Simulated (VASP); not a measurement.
Data:

```
CELL_PARAMETERS angstrom
      0.00000     2.02774     2.02774
      2.02774     0.00000     2.02774
      2.02774     2.02774     0.00000
ATOMIC_POSITIONS crystal
  Li 0.00000 0.00000 0.00000
  F  0.50000 0.50000 0.50000
```

Calculation: PBE GGA, VASP's PBE PAW potentials (set 64) (plane waves; VASP). Numerical set-up: 520 eV cut-off, 12×12×12 Γ-centred mesh, tetrahedra with Blöchl corrections, potentials Li_sv F.

### Question
Estimate the energy per atom (σ→0), band gap (on the k-mesh) with the smallest direct gap where there is one.

### Answer

| Quantity | Result |
|---|---|
| band gap (on the k-mesh) | 8.91 eV |
| smallest direct gap (on the k-mesh) | 8.91 eV |
| energy per atom (σ→0) | -465.1 kJ/mol of atoms |

Total energies compare only between runs with the same potentials, cut-off and functional.

The compound is LiF in the rock salt structure. It was relaxed first.
